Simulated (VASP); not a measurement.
Input:

```
AlTi
1.0
    2.79754     0.00000     0.00000
    0.00000     2.79754     0.00000
    0.00000     0.00000     4.02398
Ti Al
1 1
Direct
  0.00000   0.00000   0.00000
  0.50000   0.50000   0.50000
```

These are PBEsol GGA, VASP's PBE PAW potentials (set 64) (plane waves; VASP) values and carry that method's errors. Numerical set-up: 530 eV cut-off, 12×12×8 Γ-centred mesh, first-order Methfessel-Paxton smearing of 0.10 eV, potentials Ti_sv Al.

Finite-difference elastic constants of metals are sensitive to mesh and smearing; shear constants can be off by tens of GPa.

### Question
Give the elastic stiffness tensor with the ions relaxed (GPa, in the frame of the cell).

### Answer

|  | xx | yy | zz | yz | xz | xy |
|---|---|---|---|---|---|---|
| xx | 211 | 65.0 | 89.6 | 0.0 | 0.0 | 0.0 |
| yy | 65.0 | 211 | 89.6 | 0.0 | 0.0 | 0.0 |
| zz | 89.6 | 89.6 | 182 | 0.0 | 0.0 | 0.0 |
| yz | 0.0 | 0.0 | 0.0 | 122 | 0.0 | 0.0 |
| xz | 0.0 | 0.0 | 0.0 | 0.0 | 122 | 0.0 |
| xy | 0.0 | 0.0 | 0.0 | 0.0 | 0.0 | 43.2 |

### Question
Predict the Hill bulk modulus, Hill shear modulus, Young's modulus, Poisson's ratio.

### Answer

The Hill bulk modulus comes out as 121 GPa and the Hill shear modulus is 74.4 GPa. The Young's modulus is 185 GPa and the Poisson's ratio is 0.246.

The compound is TiAl in the L1_0 structure. It was relaxed first. The electron count is odd and the run is not spin-polarised, which forces a metal.
